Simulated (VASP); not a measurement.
Given:

```
KCl
1.0
    0.00000     3.14500     3.14500
    3.14500     0.00000     3.14500
    3.14500     3.14500     0.00000
K Cl
1 1
Cartesian
  0.00000   0.00000   0.00000
  3.14500   3.14500   3.14500
```

The numbers are results of PBE GGA, VASP's PBE PAW potentials (set 64) (plane waves; VASP), not measurements. Run with 400 eV cut-off, 2×2×2 Γ-centred mesh, Gaussian smearing of 0.050 eV, potentials K_sv Cl.

**Question.** Give the stress tensor in GPa (positive for a compressed cell).

**Answer.** 
```
1.21  0.00  0.00
0.00  1.21  0.00
0.00  0.00  1.21
```
The pressure is its mean diagonal, 1.21 GPa.

The compound is KCl in the rock salt structure. The cell was not relaxed at this level. The k-mesh is coarse (spacing up to 0.87 per Å, 2π included), so the numbers may not be converged in it. The run is one of a series of settings (KPOINTS 2×2×2 Γ-centred mesh against the base run), some of them coarse on purpose.
